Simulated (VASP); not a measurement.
Consider the following.

```yaml
crystal:
  lattice:
    - [1.90129, -3.28331, 0.00000]
    - [1.90129, 3.28331, 0.00000]
    - [0.00000, 0.00000, 6.31069]
  atoms:
    - { symbol: Sn, position: [0.00000, 0.00000, 0.00000] }
    - { symbol: Se, position: [0.33333, 0.66667, 0.25000] }
    - { symbol: Se, position: [0.68830, 0.35497, 0.75000] }
```

All values below come from PBE GGA, VASP's PBE PAW potentials (set 64) (plane waves; VASP 6.6.1). Numerical set-up: PREC = Low, 400 eV cut-off, 6×6×3 Γ-centred mesh, Gaussian smearing of 0.050 eV, potentials Sn_d Se.

Which forces act on the atoms, in eV/Å?

| atom | Fx | Fy | Fz |
|---|---|---|---|
| Sn1 | 0.241 | 0.032 | 0.037 |
| Se2 | 0.049 | -0.009 | 0.336 |
| Se3 | -0.289 | -0.023 | -0.373 |

Give the stress tensor in GPa (positive for a compressed cell).

```
4.12  0.21  0.94
0.21  4.35  0.04
0.94  0.04  3.78
```
The pressure is its mean diagonal, 4.08 GPa.

The compound is SnSe2 in the 1T layered structure. The cell was not relaxed at this level, atoms are displaced from their ideal sites. The run is one of a series of settings (PREC = Low against the base run), some of them coarse on purpose.
